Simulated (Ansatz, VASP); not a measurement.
## BiSbS: VASP beside Ansatz

```xyz
3
Lattice="5.3033 0.0000 0.0000 -2.6517 4.5928 0.0000 0.0000 0.0000 3.1445" Properties=species:S:1:pos:R:3 pbc="T T T"
Sb    0.0000    3.0619    1.5723
Bi    2.6517    1.5309    1.5723
S     0.0000    0.0000    0.0000
```

Change from the starting cell: species swapped into the CeCuSi type (P-6m2, No. 187).

Alike in both runs: functional PBE; k mesh 6 × 6 × 6; occupations gaussian, width 0.1 eV; no spin polarisation.

Ansatz relaxed the structure, and its values are those at the end. VASP's run is a single point on that final structure, the one shown.

|  | VASP | Ansatz |
| --- | --- | --- |
| version | VASP 6.6.1 | Ansatz 0.2.0 |
| potentials or method | VASP PAW PBE potentials, release 64 (Sb, Bi_d, S) | scalar-relativistic, plane waves, PAW |
| plane-wave cutoff (eV) | 520 | 420 |
| valence electrons in the cell | 26 | 36 |

```csv
,VASP,Ansatz,Ansatz less VASP
gap on the k mesh at the Fermi level (eV),none,none,-
pressure (GPa),-0.2,-0.1,+0.11
```

A gap of «none» marks a metal or a gap that the smearing closes. The two sets of potentials don't hold the same shells in valence.

Caveats: spin-orbit coupling is left out, which moves the levels of the heavy elements.
